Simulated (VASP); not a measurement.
Data:

```xyz
2
Lattice="0.0000 2.8544 2.8544 2.8544 0.0000 2.8544 2.8544 2.8544 0.0000" Properties=species:S:1:pos:R:3 pbc="T T T"
Ge     2.8544     2.8544     2.8544
Ge     4.2817     4.2817     4.2817
```

Level of theory: PBE GGA, VASP's PBE PAW potentials (set 64) (plane waves; VASP 6.6.1). Settings: 300 eV cut-off, 13×13×13 Γ-centred mesh, Fermi-Dirac smearing of 0.050 eV, potentials Ge_d.

What does the run give for the energy per atom (σ→0), band gap (on the k-mesh) with the smallest direct gap where there is one?

```yaml
band gap (on the k-mesh): none (metal, semimetal or under 0.01 eV)
energy per atom (σ→0): -4.512 eV/atom
```

The structure comes from a computed database's Ge entry; how it stands against other phases isn't given here. The cell was not relaxed at this level.
